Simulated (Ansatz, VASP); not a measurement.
## SrGeC: VASP beside Ansatz

Aim: how closely do two programs agree when they are given the same cell, functional and k mesh? The cell is invented: As first built, before any earlier steps moved the atoms (in the runner's words): it takes the SrSiGe structure with some of its atoms replaced by other elements, volume scaled by an estimate. It may not be a known or stable phase. The cell is taken from a series of VASP runs on this material, whose earlier steps may have relaxed, scaled or displaced it; both programs get it as it stands.

Program: Ansatz 0.2.0. Level of theory: plane waves, with VASP 6.6.1 beside it; single point at BLYP and band structure at BLYP. Results are calculated unless marked as measured.

## (1) Starting point

It takes space group P1 (No. 1, triclinic). The conventional cell has a = 3.374 Å, b = 4.252 Å, c = 5.129 Å, α = 95.55°, β = 90.15°, γ = 113.26°. Nearest to Sr lie 3 C at 2.68 to 2.84 Å. Nearest to Ge lie 2 C at 2.04 Å. Nearest to C lie 2 Ge at 2.04 Å and 3 Sr at 2.68 to 2.84 Å. As first built, before any earlier steps moved the atoms (in the runner's words): sites of the SrSiGe structure (space group 187) filled with other elements, volume scaled by an estimate. Farther neighbours are not listed.

## (2) Ansatz: single point, BLYP

Ansatz runs on its default PAW (the set named soft_2) files.

A single point gives forces, pressure and levels at one fixed geometry, so differences don't come from the geometry; what else differs is listed under the comparison.

input.yaml

```yaml
crystal:
  lattice:
    - [3.3738435062, -0.0442250822, -0.0225433496]
    - [-1.6416818927, 3.9198555329, 0.2700258552]
    - [0.0235827661, 0.2062181336, 5.1246383429]
  atoms:
    - { symbol: Sr, position: [0.6689023961, 0.3401983892, 0.9288894129] }
    - { symbol: Ge, position: [0.9496572779, 0.9044411838, 0.4338923695] }
    - { symbol: C, position: [0.376705326, 0.7581634269, 0.6415582178] }
hamiltonian:
  xc: blyp
  pseudopotentials: { kind: paw }
kpoints:
  mp_grid: { grid: [7, 6, 5] }
scf:
  occupations: { method: fermi_dirac, width: 0.05 }
  n_extra_bands: 4
output:
  forces: true
  stress: true
  eigenvalues: true
  write_density: true
  write_potential: true
  elf: true
  volumetric_format: npy
```

Started as:

```console
ansatz run input.yaml --threads 2 --pin off --max-ram 4608MiB --backend cpu --events-out ev --progress --plain --runs-dir out
```

Numbers of over 12 decimals in the logs are rounded to 6 here.

The program printed:

```text
scf.n_extra_bands = 4 over 14 filled bands (N_el = 28.0): the run solves 18 bands
Engine: ansatz 0.2.0, x86_64-unknown-linux-gnu
Pseudopotentials: kind: paw
Pseudopotential: Sr, paw, valence charge 10, recommended cutoff 420 eV (normal), Sr.paw.azcp
Pseudopotential: Ge, paw, valence charge 14, recommended cutoff 420 eV (normal), Ge.paw.azcp
Pseudopotential: C, paw, valence charge 4, recommended cutoff 420 eV (normal), C.paw.azcp
Functional definition: BLYP
  parameter beta = 0.0042
  parameter a = 0.04918
  parameter b = 0.132
  parameter c = 0.2533
  parameter d = 0.349
  exchange = b88_x(beta = beta)
  correlation = lyp_c(a = a, b = b, c = c, d = d)
Crystal: 3 atoms, lattice volume = 67.223 Å³
Basis set: ecut = 420 eV, 1317 PW (Γ), exchange–correlation on 48×60×72 points (8 copies of the dense FFT grid, shifted against one another)
Bands: 18, of which v1, the nominal top of the filled ones, is band 14 counted from 1 (13 counted from 0)
Symmetry: 1 space group operations
Space group: P1 (ITA 1), of the structure as read, at distance tolerance 4.1e-5 Å
k-points: 106 of 210 (time reversal used)
Non-local potential: Sr, projectors of the file, l = 0: 3, l = 1: 2, l = 2: 2
Non-local potential: Ge, projectors of the file, l = 0: 2, l = 1: 2, l = 2: 3, l = 3: 1
Non-local potential: C, projectors of the file, l = 0: 2, l = 1: 2, l = 2: 1
PAW form: soft (Blöchl's): semilocal exchange-correlation on the pseudo side does not see the compensation charge
PAW frozen core: Sr, regenerated for the run's functional, and the local potential with it (the file was generated under x = pbe(κ = 0.804, μ = 0.219515), c = pbe(β = 0.066725))
PAW frozen core: Ge, regenerated for the run's functional, and the local potential with it (the file was generated under x = pbe(κ = 0.804, μ = 0.219515), c = pbe(β = 0.066725))
PAW frozen core: C, regenerated for the run's functional, and the local potential with it (the file was generated under x = pbe(κ = 0.804, μ = 0.219515), c = pbe(β = 0.066725))
PAW one-centre angular grid: Sr, 110 points (default); XC on 64 Gauss nodes
PAW one-centre angular grid: Ge, 590 points (default); XC on 64 Gauss nodes
PAW one-centre angular grid: C, 110 points (default); XC on 64 Gauss nodes
Initial density: superposition of atomic densities (neutral atoms: chi_scale 0, normalization atom), corrected by the library's trained network
Initial wavefunctions: pseudopotential atomic-orbital guess
Functional: x = b88, c = lyp
SCF iter   1: F=—  HF=-8113.007944 eV  |F-HF|=—  |Δ(HF+E_count)|=         —  Δρ=1.29e-2  dr2=1.53e-1  ethr=1.77e-3  ⟨swp⟩=7.2  Hψ=11724  notcnv=0
preconditioner: auto → none  [insulator: Δε(μ)=0.192 eV  Ē_g=12.343 eV  σ=0.050 eV  W_gap=0.74  n_scr=16 (ndim 8)  ℏωp=18.1 eV  f_vac=0.000  D(μ)=0.10/eV (n_scr^D=0)  ε∞_Penn≈3.2]
SCF iter   2: F=—  HF=-8112.977529 eV  |F-HF|=—  |Δ(HF+E_count)|=   3.04e-2  Δρ=3.08e-3  dr2=6.28e-3  ethr=5.48e-4  ⟨swp⟩=2.0  Hψ=3250  notcnv=0
SCF iter   3: F=—  HF=-8112.976442 eV  |F-HF|=—  |Δ(HF+E_count)|=   1.09e-3  Δρ=1.09e-3  dr2=9.07e-4  ethr=2.24e-5  ⟨swp⟩=2.0  Hψ=3585  notcnv=0
SCF iter   4: F=—  HF=-8112.976377 eV  |F-HF|=—  |Δ(HF+E_count)|=   6.42e-5  Δρ=3.60e-4  dr2=5.39e-5  ethr=3.24e-6  ⟨swp⟩=2.1  Hψ=3168  notcnv=0
SCF iter   5: F=—  HF=-8112.976422 eV  |F-HF|=—  |Δ(HF+E_count)|=   4.42e-5  Δρ=8.11e-5  dr2=3.53e-6  ethr=1.93e-7  ⟨swp⟩=2.2  Hψ=3320  notcnv=0
SCF iter   6: F=—  HF=-8112.976426 eV  |F-HF|=—  |Δ(HF+E_count)|=   3.96e-6  Δρ=2.04e-5  dr2=3.13e-7  ethr=1.26e-8  ⟨swp⟩=2.1  Hψ=3099  notcnv=0
SCF iter   7: F=-8112.976426 eV  HF=-8112.976426 eV  |F-HF|=1.36e-8  |Δ(HF+E_count)|=   3.62e-7  Δρ=5.31e-6  dr2=2.15e-8  ethr=3.57e-10  ⟨swp⟩=11.9  Hψ=16376  notcnv=0
SCF 1 converged in 7 iterations: F = -8112.976426 eV  dr2 = 2.15e-8
  greatest PAW one-centre occupation: 0.998 electrons in one spin orbital (limit 2), on the Ge atom at site 1 (counted from 0), in its partial waves of l = 2
SCF converged after 7 iterations
Free energy (F): -8112.976426 eV
Harris-Foulkes:  -8112.976426 eV  (|F-HF|=1.36e-8)
Internal energy: -8112.974403 eV  (E = F + TS)
E sigma→0 (E₀):  -8112.975415 eV
Entropy (-TS):   -0.002023 eV (-0.674 meV/atom)
Fermi energy:    8.387729 eV
--- Per-component energies (eV) ---
  E_band       = -232.233018
  E_kinetic    = 441.819317
  E_local      = -3369.956476  (includes V_loc(G=0)·N_el)
  E_nonlocal   = 644.514535
  E_hartree    = 1344.112157
  E_xc         = -292.254780
  E_vxc        = -278.689421  (∫ρ·V_xc dr)
  E_paw        = -4840.235833  (= ΣΔE_a)
  E_vpaw       = -358.144334  (= ΣTr[D̂ρ^β])
  E_aug_tail   = 0.000274  (compensation charges beyond the density's cutoff)
  E_ewald      = -2041.160782
  E_core_change = 0.187185  (= ΣΔE_core)
  E_smearing   = -0.002023  (= −TS)
  E_closure    = 0.000000  (closes the sum)
  Σ components = -8112.976426   (vs F -8112.976426, Δ=0.00e0)
--- Forces (eV/Å), atoms counted from 1 ---
  atom   1  Sr    -0.00626346     0.00167547    -0.02326078
  atom   2  Ge     0.00299353    -0.02645011     0.05604826
  atom   3  C      0.00327063     0.02478342    -0.03274779
  max |Σ_I F_I| component: 3.97e-5 eV/Å
--- Stress (GPa, compression-positive) ---
       -0.510362       0.014925       0.021729
        0.014925      -0.271863       0.145283
        0.021729       0.145281      -0.325862
  P = ⅓ Tr σ = -0.3694 GPa (-3.694 kbar)
--- Band table (eV; the first three rows and the last of 106) ---
  k-point 0: bands = [... 10 lower, 3.2936, 6.4511, 6.5256, 6.6494, 9.1928, 11.0813, 11.6683, 11.9028]
  k-point 1: bands = [... 10 lower, 2.8981, 6.4474, 6.5576, 7.1028, 9.5037, 10.9525, 11.4783, 12.0619]
  k-point 2: bands = [... 10 lower, 2.3780, 6.2859, 6.6113, 8.1407, 9.7234, 10.6819, 11.1821, 12.5054]
  k-point 105: bands = [... 10 lower, 0.5063, 5.4700, 6.4776, 7.4590, 8.7523, 10.9440, 11.4551, 11.6672]
```

Elapsed: 7.8 s, on 2 threads of Intel Xeon Platinum 8488C (Sapphire Rapids), shared host; peak memory 0.49 GiB.

Reading the cycles: dr2 is the Hartree energy of the density residual (eV), the measure of convergence; HF is the Harris–Foulkes estimate of the energy, which meets the free energy F at convergence.

The run ends at a pressure of -0.37 GPa, with forces up to 0.062 eV/Å.

## (3) VASP: single point, BLYP

The same cell, functional (in two slightly different forms), mesh and smearing now go to VASP, with its own data sets and cutoff.

Lines of VASP's logs that name or quote its potential files are left out, and so is its time.

INCAR

```
SYSTEM = SrGeC
PREC = Accurate
ENCUT = 520
EDIFF = 1E-06
NELM = 100
ISMEAR = -1
SIGMA = 0.05
LREAL = .FALSE.
ALGO = Normal
GGA = B5
ALDAX = 1
AGGAX = 1
AGGAC = 1
ALDAC = 0
NBANDS = 20
LORBIT = 11
LWAVE = .FALSE.
LCHARG = .TRUE.
ISIF = 2
LELF = .TRUE.
LVHAR = .TRUE.
```

POSCAR

```
SrGeC
1.0
    3.3738435062     -0.0442250822     -0.0225433496
   -1.6416818927      3.9198555329      0.2700258552
    0.0235827661      0.2062181336      5.1246383429
Sr Ge C
1 1 1
Direct
    0.6689023961      0.3401983892      0.9288894129
    0.9496572779      0.9044411838      0.4338923695
    0.3767053260      0.7581634269      0.6415582178
```

KPOINTS

```
Automatic mesh
0
Gamma
7 6 5
0 0 0
```

PAW data sets: Sr_sv, Ge_d and C (PBE family, release 64).

Started as:

```console
mpirun -np 1 vasp_std
```

The program printed:

```text
[banner, memory and clock lines left out]
running    1 mpi-ranks, on    1 nodes
 distrk:  each k-point on    1 cores,    1 groups
 distr:  one band on    1 cores,    1 groups

 POSCAR found type information on POSCAR SrGeC
 POSCAR found :  3 types and       3 ions
|                                                                             |
|               ----> ADVICE to this user running VASP <----                  |
|                                                                             |
|     You enforced a specific xc type in the INCAR file but a different       |
|     [... a line on the potential file left out ...]
|     I HOPE YOU KNOW WHAT YOU ARE DOING!                                     |
|                                                                             |

 LDA part: xc-table for (Slater(with rela. corr.)+VWN5), standard interpolation
 POSCAR, INCAR and KPOINTS ok, starting setup
 FFT: planning ... GRIDC
 FFT: planning ... GRID_SOFT
 FFT: planning ... GRID
 WAVECAR not read
 entering main loop
       N       E                     dE             d eps       ncg     rms          rms(c)
DAV:   1     0.232994807485E+03    0.23299E+03   -0.14066E+04  4816   0.254E+03
DAV:   2     0.165298444507E+02   -0.21646E+03   -0.20764E+03  4436   0.620E+02
DAV:   3    -0.131982659742E+02   -0.29728E+02   -0.29317E+02  5004   0.139E+02
DAV:   4    -0.156657523331E+02   -0.24675E+01   -0.24608E+01  7552   0.349E+01
DAV:   5    -0.157079746675E+02   -0.42222E-01   -0.42196E-01  5432   0.386E+00    0.170E+01
DAV:   6    -0.130843674258E+02    0.26236E+01   -0.29075E+01  5760   0.215E+01    0.133E+01
DAV:   7    -0.127856846338E+02    0.29868E+00   -0.23262E+00  5260   0.668E+00    0.835E+00
DAV:   8    -0.127876097242E+02   -0.19251E-02   -0.48566E-01  5588   0.387E+00    0.103E+00
DAV:   9    -0.127721831726E+02    0.15427E-01   -0.83565E-02  6424   0.145E+00    0.340E-01
DAV:  10    -0.127728623522E+02   -0.67918E-03   -0.61975E-03  5008   0.494E-01    0.113E-01
DAV:  11    -0.127730761343E+02   -0.21378E-03   -0.48752E-04  5712   0.128E-01    0.469E-02
DAV:  12    -0.127730886357E+02   -0.12501E-04   -0.48816E-05  5048   0.624E-02    0.163E-02
DAV:  13    -0.127730919519E+02   -0.33162E-05   -0.13350E-05  5412   0.248E-02    0.408E-03
DAV:  14    -0.127730924660E+02   -0.51406E-06   -0.12228E-06  4100   0.948E-03
   1 F= -.12773092E+02 E0= -.12772064E+02  d E =-.205723E-02
```

From OUTCAR (step 3):

```text
ion  position               nearest neighbor table
   1  0.669  0.340  0.929-   3 2.68   3 2.68   3 2.84   2 3.18   2 3.39   2 3.40   2 3.58   2 3.62
                             2 3.62
   2  0.950  0.904  0.434-   3 2.04   3 2.04   1 3.18   1 3.39   1 3.40   1 3.58   1 3.62   1 3.62

  LATTYP: Found a triclinic cell.
 ALAT       =     4.2583213592
 B/A-ratio  =     0.7923799951
 C/A-ratio  =     1.2044276636
 COS(alpha) =     0.0026050241
 COS(beta)  =     0.0985984515
 COS(gamma) =     0.3979702142

 Subroutine GETGRP returns: Found  1 space group operations
 (whereof  1 operations were pure point group operations)

The static configuration has the point symmetry C_1 .

 Found    106 irreducible k-points:

   k-points           NKPTS =    106   k-points in BZ     NKDIM =    106   number of bands    NBANDS=     20

   dimension x,y,z NGX =    28 NGY =   32 NGZ =   40
   dimension x,y,z NGXF=    56 NGYF=   64 NGZF=   80

   ENCUT  =  520.0 eV  38.22 Ry    6.18 a.u.   6.27  7.92  9.54*2*pi/ulx,y,z

   NELECT =      28.0000    total number of electrons

 k-points in reciprocal lattice and weights: Automatic mesh
   0.00000000  0.00000000  0.00000000       0.005
   0.14285714 -0.00000000  0.00000000       0.010
   0.28571429 -0.00000000  0.00000000       0.010
   0.42857143  0.00000000 -0.00000000       0.010
  -0.00000000  0.16666667 -0.00000000       0.010
   0.14285714  0.16666667 -0.00000000       0.010
   0.28571429  0.16666667 -0.00000000       0.010
   0.42857143  0.16666667 -0.00000000       0.010
  -0.42857143  0.16666667  0.00000000       0.010
[...]
-0.28571429 -0.16666667  0.40000000       0.010
  -0.14285714 -0.16666667  0.40000000       0.010

 average (electrostatic) potential at core
       1 -37.6106       2 -74.9322       3 -50.2636

 E-fermi :   4.0372

 k-point     1 :       0.0000    0.0000    0.0000
  band No.  band energies     occupation
    ...
     10      -8.0031      2.00000
     11      -1.0392      2.00000
     12       2.1127      2.00000
     13       2.1804      2.00000
     14       2.3063      2.00000
     15       4.8370      0.00000
     16       6.7194      0.00000
     17       7.3160      0.00000
     18       7.5592      0.00000
     19       9.6969      0.00000
    ...

 k-point     2 :       0.1429   -0.0000    0.0000
  band No.  band energies     occupation
    ...
     10      -7.7380      2.00000
     11      -1.3010      2.00000
     12       1.4049      2.00000
     13       2.2116      2.00000
     14       2.6317      2.00000
     15       4.9568      0.00000
     16       6.9280      0.00000
     17       7.5150      0.00000
     18       8.1355      0.00000
     19       8.4925      0.00000
    ...

 k-point     3 :       0.2857   -0.0000    0.0000
  band No.  band energies     occupation
    ...
     10      -6.9933      2.00000
     11      -2.4153      2.00000
     12       0.9200      2.00000
     13       2.4721      2.00000
     14       2.9318      2.00000
     15       4.8459      0.00000
     16       6.6359      0.00000
     17       6.9617      0.00000
     18       7.7856      0.00000
     19       8.3579      0.00000
    ...

  Total       -0.0157034     -0.0220184     -0.0324567      0.0042502      0.0043786      0.0074291
  in kB       -0.3742717     -0.5247845     -0.7735692      0.1012983      0.1043595      0.1770642
  external PRESSURE =      -0.5575418 kB  Pullay stress =       0.0000000 kB

  energy-cutoff  :      520.00
  volume of cell :       67.22
      direct lattice vectors                 reciprocal lattice vectors
     3.373843506 -0.044225082 -0.022543350     0.297996777  0.125246231 -0.006411308
    -1.641681893  3.919855533  0.270025855     0.003302286  0.257208517 -0.010365402
     0.023582766  0.206218134  5.124638343     0.001136889 -0.013001792  0.195653689

 POSITION                                       TOTAL-FORCE (eV/Angst)
 -----------------------------------------------------------------------------------
      1.72018      1.49550      4.83701        -0.006531     -0.007446     -0.000785
      1.72942      3.59276      2.44636         0.003676      0.001060      0.007505
      0.04141      3.08753      3.48399         0.002855      0.006386     -0.006720
 -----------------------------------------------------------------------------------
    total drift:                                0.000769      0.000787      0.000640

  FREE ENERGIE OF THE ION-ELECTRON SYSTEM (eV)
  ---------------------------------------------------
  free  energy   TOTEN  =       -12.7730924660 eV

  energy  without entropy=      -12.7710352384  energy(sigma->0) =      -12.77206385

 total charge
# of ion       s       p       d       tot
------------------------------------------
    1        2.024   5.785   0.261   8.070
    2        1.159   1.156  10.044  12.360
    3        0.887   1.395   0.000   2.282
--------------------------------------------------
tot          4.070   8.336  10.306  22.712

[... 3 further parts left out ...]
```

The gap is under twice the smearing width, so the edge states are partly filled and the run can't tell a small gap from a semimetal.

## (4) Differences

Known differences besides the potentials themselves: the cutoff is 420 eV in Ansatz and 520 eV in VASP; Ansatz makes its cores anew for this functional, VASP keeps those of its PBE data sets; VASP leaves aspherical gradient terms in its spheres out (LASPH is not set), Ansatz keeps them; VASP's log shows a relativistic correction to its local exchange, Ansatz's none. Total energies have different zeros and are not compared.

Compared:

```tsv
quantity	Ansatz	VASP	difference
pressure (GPa)	-0.37	-0.06	-0.31
pressure without Ansatz's Pulay correction (GPa)	-0.47	-0.06	-0.42
```

At this near-relaxed geometry the largest component of a force difference is 49 meV/Å. Ansatz's pressure holds a Pulay correction of 0.10 GPa; VASP's holds none.

## (5) Further runs

Further runs change the set-up of one program: Ansatz's method, potentials or start, or VASP's data sets, cutoff or form of LDA. The table gives Ansatz less VASP for each quantity, since a change that brings one quantity closer may part another.

```tsv
run	r.m.s. force difference (meV/Å)	pressure (GPa)	pressure without Ansatz's Pulay correction (GPa)
as above	23	-0.31	-0.42
cores kept as stored	23	-0.31	-0.41
Ansatz's larger PAW set (cutoff 800 eV)	17	-0.28	
norm-conserving potentials (cutoff 1116 eV)	16	-0.23
```

## (6) Ansatz: band structure, BLYP

A single point gives forces, pressure and levels at one fixed geometry, so differences don't come from the geometry; what else differs is listed under the comparison.

The cell is taken from a series of VASP runs on this material, whose earlier steps may have relaxed, scaled or displaced it; both programs get it as it stands.

input.yaml, the sections that differ from step 2:

```yaml
kpoints:
  mp_grid: { grid: [7, 6, 5] }
  band_path:
    path:
      - [0.5, -0.5, 0.0]
      - [0.4, -0.4, 0.0]
      - [0.26667, -0.26667, 0.0]
      - [0.13333, -0.13333, 0.0]
      - [0.0, 0.0, 0.0]
      - [0.0, 0.0, -0.1]
      - [0.0, 0.0, -0.2]
      - [0.0, 0.0, -0.33333]
      - [0.0, 0.0, -0.46667]
      - [0.43333, -0.43333, -0.43333]
      - [0.3, -0.3, -0.3]
      - [0.16667, -0.16667, -0.16667]
      - [0.06667, -0.06667, -0.06667]
      - [0.0, 0.03333, 0.03333]
      - [0.0, 0.16667, 0.16667]
      - [0.0, 0.3, 0.3]
      - [0.0, 0.43333, 0.43333]
      - [0.46667, 0.0, 0.46667]
      - [0.36667, 0.0, 0.36667]
      - [0.23333, 0.0, 0.23333]
      - [0.1, 0.0, 0.1]
      - [0.0, 0.0, 0.0]
      - [0.0, 0.13333, 0.0]
      - [0.0, 0.26667, 0.0]
      - [0.0, 0.36667, 0.0]
      - [0.0, 0.5, 0.0]
      - [0.4, 0.0, 0.0]
      - [0.26667, 0.0, 0.0]
      - [0.13333, 0.0, 0.0]
      - [0.0, 0.0, 0.0]
    npoints: 1
scf:
  occupations: { method: fermi_dirac, width: 0.05 }
  n_extra_bands: 7
# crystal, hamiltonian, output: as in step 2
```

Started as:

```console
ansatz run input.yaml --threads 2 --pin off --max-ram 4608MiB --backend cpu --events-out ev --progress --plain --runs-dir out
```

The program printed:

```text
[...]
Crystal: 3 atoms, lattice volume = 67.223 Å³
Basis set: ecut = 420 eV, 1317 PW (Γ), exchange–correlation on 48×60×72 points (8 copies of the dense FFT grid, shifted against one another)
Bands: 21, of which v1, the nominal top of the filled ones, is band 14 counted from 1 (13 counted from 0)
Symmetry: 1 space group operations
[...]
k-points: 106 of 210 (time reversal used)
[...]
k-point 0: bands = [... 10 lower, 3.2936, 6.4511, 6.5256, 6.6494, 9.1928, 11.0813, 11.6683, 11.9028, ... 3 higher]
  k-point 1: bands = [... 10 lower, 2.8981, 6.4474, 6.5576, 7.1028, 9.5037, 10.9525, 11.4783, 12.0619, ... 3 higher]
  k-point 2: bands = [... 10 lower, 2.3780, 6.2859, 6.6113, 8.1407, 9.7234, 10.6819, 11.1821, 12.5054, ... 3 higher]
  k-point 105: bands = [... 10 lower, 0.5063, 5.4700, 6.4776, 7.4590, 8.7523, 10.9440, 11.4551, 11.6672, ... 3 higher]
[key lines of the parts left out:]
SCF converged after 7 iterations
Free energy (F): -8112.976426 eV
Fermi energy:    8.387732 eV
P = ⅓ Tr σ = -0.3694 GPa (-3.694 kbar)
```

Elapsed: 10 s, on 2 threads; peak memory 0.5 GiB.

(Continued in part 2 of 2.)

[Lines on the potential files, build, host, timing and source positions are cut from VASP's logs without a mark.]

[Logs are printed without paths, hosts, clocks, repeated set-up lines and the standing remarks that a program may print on its own settings, such as how far it seeks lower states.]

[Hosts, paths, dates, database ids (printed as entryN), source tags and the programs' standing remarks are cut or masked in the printed files.]
